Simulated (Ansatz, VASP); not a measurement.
# Si2WN4: VASP beside Ansatz

One calculation is typed for both programs; each brings its own data sets. How far apart do they land? The cell is taken from a series of runs on this material, whose earlier steps may have relaxed, scaled, displaced or heated it; both programs get it as it stands.

Calculated with Ansatz 0.2.0; plane waves, with VASP 6.6.1 beside it; single point at PBE, spin-orbit coupling.

## 1. The structure

The cell holds 7 atoms: 1 W, 4 N and 2 Si. Its edges and angles: a = 2.914 Å, b = 2.958 Å, c = 37.200 Å, α = 90.0°, β = 90.0°, γ = 119.5°. Vacuum lies along c.

Coordinates:

```cif
data_structure
_symmetry_space_group_name_H-M 'P 1'
_symmetry_Int_Tables_number 1
_cell_length_a 2.9140
_cell_length_b 2.9578
_cell_length_c 37.2000
_cell_angle_alpha 90.000
_cell_angle_beta 90.000
_cell_angle_gamma 119.511
_cell_volume 279.02
loop_
_atom_site_label
_atom_site_type_symbol
_atom_site_fract_x
_atom_site_fract_y
_atom_site_fract_z
_atom_site_occupancy
W1 W 0.00275 0.00549 0.50000 1
N2 N 0.33528 0.67057 0.53348 1
N3 N 0.33528 0.67057 0.46652 1
N4 N 0.66413 0.32827 0.59374 1
N5 N 0.66413 0.32827 0.40626 1
Si6 Si 0.33254 0.66509 0.58051 1
Si7 Si 0.33254 0.66509 0.41949 1
```

## 2. VASP: single point, PBE, spin-orbit coupling

A single point gives forces, pressure and levels at one fixed geometry, so differences don't come from the geometry; what else differs is listed under the comparison.

Lines of VASP's logs that name or quote its potential files are left out, and so is its time.

INCAR

```
SYSTEM = Si2WN4
PREC = Accurate
ENCUT = 520
EDIFF = 1E-06
NELM = 200
ISMEAR = -1
SIGMA = 0.02
LREAL = .FALSE.
ALGO = Normal
GGA = PE
LNONCOLLINEAR = .TRUE.
MAGMOM = 0 0 0 0 0 0 0 0 0 0 0 0 0 0 0 0 0 0 0 0 0
NBANDS = 48
GGA_COMPAT = .FALSE.
LASPH = .TRUE.
LSORBIT = .TRUE.
LMAXMIX = 4
LORBIT = 11
LWAVE = .FALSE.
LCHARG = .FALSE.
ISIF = 2
LDIPOL = .TRUE.
IDIPOL = 3
DIPOL = 0.5 0.5 0.5
LVHAR = .TRUE.
EFERMI = MIDGAP
NELMDL = -8
KPAR = 2
```

POSCAR

```
Si2WN4
1.0
    2.9139614646      0.0000000000      0.0000000000
   -1.4569807323      2.5740359471      0.0000000000
    0.0000000000      0.0000000000     37.2000000000
W N Si
1 4 2
Direct
    0.0027454943      0.0054909885      0.5000000000
    0.3352829492      0.6705658982      0.5334788540
    0.3352829492      0.6705658982      0.4665211460
    0.6641348327      0.3282696653      0.5937352975
    0.6641348327      0.3282696653      0.4062647025
    0.3325428045      0.6650856089      0.5805088618
    0.3325428045      0.6650856089      0.4194911382
```

KPOINTS

```
Automatic mesh
0
Gamma
9 9 1
0 0 0
```

PAW data sets: W, N and Si (PBE family, release 64).

Launch:

```bash
mpirun -np 2 vasp_ncl
```

Numbers of over 12 decimals in the logs are rounded to 6 here.

Log:

```text
[banner, memory and clock lines left out]
running    2 mpi-ranks, on    1 nodes
 distrk:  each k-point on    1 cores,    2 groups
 distr:  one band on    1 cores,    1 groups

 POSCAR found type information on POSCAR W N Si
 POSCAR found :  3 types and       7 ions
 LDA part: xc-table for (Slater+PW92), standard interpolation
 POSCAR, INCAR and KPOINTS ok, starting setup
 FFT: planning ... GRIDC
 FFT: planning ... GRID_SOFT
 FFT: planning ... GRID
 WAVECAR not read
 entering main loop
       N       E                     dE             d eps       ncg     rms          rms(c)
DAV:   1     0.302903272399E+03    0.30290E+03   -0.13101E+04  4512   0.110E+03
DAV:   2    -0.205924686378E+02   -0.32350E+03   -0.30598E+03  6328   0.269E+02
DAV:   3    -0.714658271330E+02   -0.50873E+02   -0.50443E+02  5440   0.115E+02
DAV:   4    -0.733884087238E+02   -0.19226E+01   -0.19121E+01  5840   0.274E+01
DAV:   5    -0.734456577482E+02   -0.57249E-01   -0.57122E-01  5752   0.408E+00
DAV:   6    -0.734478029509E+02   -0.21452E-02   -0.21442E-02  5760   0.858E-01
DAV:   7    -0.734479144728E+02   -0.11152E-03   -0.11150E-03  5920   0.166E-01
DAV:   8    -0.734479187697E+02   -0.42969E-05   -0.42962E-05  5392   0.346E-02    0.398E+01
DAV:   9    -0.642109422998E+02    0.92370E+01   -0.38669E+01  5560   0.362E+01    0.126E+01
DAV:  10    -0.640816445588E+02    0.12930E+00   -0.35596E+00  5792   0.132E+01    0.117E+01
DAV:  11    -0.639447169895E+02    0.13693E+00   -0.23571E-01  5832   0.468E+00    0.215E+00
DAV:  12    -0.639423608821E+02    0.23561E-02   -0.11518E-01  5624   0.218E+00    0.940E-01
DAV:  13    -0.639411322343E+02    0.12286E-02   -0.68321E-03  5536   0.693E-01    0.836E-01
DAV:  14    -0.639398554041E+02    0.12768E-02   -0.43156E-03  5680   0.377E-01    0.374E-01
[...]
DAV:  23    -0.639395940961E+02   -0.57467E-04   -0.25406E-06  4152   0.460E-03    0.146E-03
DAV:  24    -0.639396321685E+02   -0.38072E-04   -0.11718E-06  4000   0.411E-03    0.146E-03
DAV:  25    -0.639396525948E+02   -0.20426E-04   -0.94382E-07  4168   0.369E-03    0.930E-04
DAV:  26    -0.639396576536E+02   -0.50588E-05   -0.10145E-07  3792   0.186E-03    0.783E-04
DAV:  27    -0.639396600136E+02   -0.23600E-05   -0.71960E-08  3648   0.123E-03    0.308E-04
DAV:  28    -0.639396617126E+02   -0.16990E-05   -0.38458E-08  3576   0.105E-03    0.286E-04
DAV:  29    -0.639396633184E+02   -0.16058E-05   -0.47127E-08  3384   0.788E-04    0.305E-04
DAV:  30    -0.639396637245E+02   -0.40614E-06   -0.14989E-08  3496   0.474E-04
   1 F= -.63939664E+02 E0= -.63939664E+02  d E =-.165915E-20  mag=     0.0000     0.0000    -0.0000
```

OUTCAR, selected parts (step 2):

```text
ion  position               nearest neighbor table
   1  0.003  0.005  0.500-   2 2.10   3 2.10   2 2.10   3 2.10   2 2.12   3 2.12
   2  0.335  0.671  0.533-   6 1.75   1 2.10   1 2.10   1 2.12
   3  0.335  0.671  0.467-   7 1.75   1 2.10   1 2.10   1 2.12
   4  0.664  0.328  0.594-   6 1.77   6 1.77   6 1.78
   5  0.664  0.328  0.406-   7 1.77   7 1.77   7 1.78
   6  0.333  0.665  0.581-   2 1.75   4 1.77   4 1.77   4 1.78
   7  0.333  0.665  0.419-   3 1.75   5 1.77   5 1.77   5 1.78

  LATTYP: Found a base centered orthorhombic cell.
 ALAT       =     2.9139614646
 B/A-ratio  =     1.7666918237
 C/A-ratio  =    12.7661262690

 Subroutine GETGRP returns: Found  4 space group operations
 (whereof  4 operations were pure point group operations)

The static configuration has the point symmetry C_2v.

 Found     45 irreducible k-points:

   k-points           NKPTS =     45   k-points in BZ     NKDIM =     45   number of bands    NBANDS=     48

   dimension x,y,z NGX =    24 NGY =   24 NGZ =  280
   dimension x,y,z NGXF=    48 NGYF=   48 NGZF=  560

   ENCUT  =  520.0 eV  38.22 Ry    6.18 a.u.   5.42  5.50 69.17*2*pi/ulx,y,z

   NELECT =      34.0000    total number of electrons

 k-points in reciprocal lattice and weights: Automatic mesh
   0.00000000  0.00000000  0.00000000       0.012
   0.11111111  0.00000000  0.00000000       0.025
  -0.11111111 -0.00000000  0.00000000       0.025
   0.22222222  0.00000000  0.00000000       0.025
  -0.22222222 -0.00000000  0.00000000       0.025
   0.33333333  0.00000000  0.00000000       0.025
  -0.33333333 -0.00000000  0.00000000       0.025
   0.44444444  0.00000000  0.00000000       0.025
  -0.44444444 -0.00000000  0.00000000       0.025
[...]
0.00000000 -0.44444444  0.00000000       0.012
   0.11111111  0.44444444  0.00000000       0.025

 dipolmoment           0.000000      0.000000      0.000000 electrons x Angstroem

 average (electrostatic) potential at core
       1 -47.8803       2 -70.5850       3 -70.5850       4 -70.7020       5 -70.7020
       6 -92.1289       7 -92.1289

 E-fermi :  -0.7941

 k-point     1 :       0.0000    0.0000    0.0000
  band No.  band energies     occupation
    ...
     30      -4.4465      1.00000
     31      -4.2624      1.00000
     32      -4.2624      1.00000
     33      -1.6834      1.00000
     34      -1.6834      1.00000
     35       0.9015      0.00000
     36       0.9015      0.00000
     37       1.3217      0.00000
     38       1.3217      0.00000
     39       1.5237      0.00000
    ...

 k-point     2 :       0.1111    0.0000    0.0000
  band No.  band energies     occupation
    ...
     30      -4.6814      1.00000
     31      -4.1088      1.00000
     32      -4.1082      1.00000
     33      -1.9473      1.00000
     34      -1.9413      1.00000
     35       0.7774      0.00000
     36       0.8342      0.00000
     37       1.1243      0.00000
     38       1.2078      0.00000
     39       1.5024      0.00000
    ...

 k-point     3 :      -0.1111   -0.0000    0.0000
  band No.  band energies     occupation
    ...
     30      -4.6814      1.00000
     31      -4.1088      1.00000
     32      -4.1082      1.00000
     33      -1.9473      1.00000
     34      -1.9413      1.00000
     35       0.7774      0.00000
     36       0.8342      0.00000
     37       1.1243      0.00000
     38       1.2078      0.00000
     39       1.5024      0.00000
    ...

  Total       -1.4796174     -5.1084420     -0.0521506      0.0000000      0.0000000      0.0000000
  in kB       -8.4960813    -29.3330820     -0.2994531      0.0000000      0.0000000      0.0000000
  external PRESSURE =     -12.7095388 kB  Pullay stress =       0.0000000 kB

  energy-cutoff  :      520.00
  volume of cell :      279.02
      direct lattice vectors                 reciprocal lattice vectors
     2.913961465  0.000000000  0.000000000     0.343175437  0.194247481  0.000000000
    -1.456980732  2.574035947  0.000000000     0.000000000  0.388494963  0.000000000
     0.000000000  0.000000000 37.200000000     0.000000000  0.000000000  0.026881720

 POSITION                                       TOTAL-FORCE (eV/Angst)
 -----------------------------------------------------------------------------------
      0.00000      0.01413     18.60000         0.000000      0.014617      0.000000
      0.00000      1.72606     19.84541         0.000000     -0.008423      0.042022
      0.00000      1.72606     17.35459         0.000000     -0.008423     -0.042022
      1.45698      0.84498     22.08695         0.000000     -0.001197     -0.004896
      1.45698      0.84498     15.11305         0.000000     -0.001197      0.004896
      0.00000      1.71195     21.59493         0.000000      0.002312     -0.009542
      0.00000      1.71195     15.60507         0.000000      0.002312      0.009542
 -----------------------------------------------------------------------------------
    total drift:                               -0.000001     -0.000376      0.000000

  FREE ENERGIE OF THE ION-ELECTRON SYSTEM (eV)
  ---------------------------------------------------
  free  energy   TOTEN  =       -63.9396637245 eV

  energy  without entropy=      -63.9396637245  energy(sigma->0) =      -63.93966372

 vacuum level on the upper side and lower side of the slab         3.371         3.371

 Spin-Orbit-Coupling matrix elements
 Ion:    1  E_soc:     -0.3109874
 Ion:    2  E_soc:     -0.0002889
 Ion:    3  E_soc:     -0.0002889
 Ion:    4  E_soc:     -0.0000489
 Ion:    5  E_soc:     -0.0000489
 Ion:    6  E_soc:     -0.0002423
 Ion:    7  E_soc:     -0.0002423

 total charge
# of ion       s       p       d       tot
------------------------------------------
    1        0.591   0.869   4.286   5.746
    2        1.235   2.576   0.000   3.812
    3        1.235   2.576   0.000   3.812
    4        1.222   2.658   0.000   3.879
    5        1.222   2.658   0.000   3.879
    6        0.678   0.939   0.000   1.616
    7        0.678   0.939   0.000   1.616
--------------------------------------------------
tot          6.860  13.214   4.286  24.360

 magnetization (x)
# of ion       s       p       d       tot
------------------------------------------
    1        0.000   0.000   0.000   0.000
    2       -0.000  -0.000   0.000  -0.000
    3        0.000   0.000   0.000   0.000
    4        0.000   0.000   0.000   0.000
    5       -0.000  -0.000   0.000  -0.000
    6       -0.000  -0.000   0.000  -0.000
    7        0.000   0.000   0.000   0.000
--------------------------------------------------
tot          0.000   0.000   0.000   0.000

 magnetization (y)
# of ion       s       p       d       tot
------------------------------------------
    1        0.000   0.000   0.000   0.000
    2        0.000  -0.000   0.000  -0.000
    3        0.000   0.000   0.000   0.000
    4        0.000   0.000   0.000   0.000
    5       -0.000   0.000   0.000  -0.000
    6       -0.000   0.000   0.000  -0.000
    7        0.000   0.000   0.000   0.000
--------------------------------------------------
tot          0.000   0.000   0.000   0.000

 magnetization (z)
# of ion       s       p       d       tot
------------------------------------------
    1        0.000   0.000   0.000   0.000
    2        0.000   0.000   0.000   0.000
    3        0.000   0.000   0.000   0.000
    4        0.000   0.000   0.000   0.000
    5        0.000   0.000   0.000   0.000
    6        0.000   0.000   0.000   0.000
    7        0.000   0.000   0.000   0.000
--------------------------------------------------
tot          0.000   0.000   0.000   0.000

[... 3 further parts left out ...]
```

(Continued in part 2 of 2.)

[Lines on the potential files, build, host, timing and source positions are cut from VASP's logs without a mark.]

[Logs are printed without paths, hosts, clocks, repeated set-up lines and the standing remarks that a program may print on its own settings, such as how far it seeks lower states.]

[Hosts, paths, dates, database ids (printed as entryN), source tags and the programs' standing remarks are cut or masked in the printed files.]
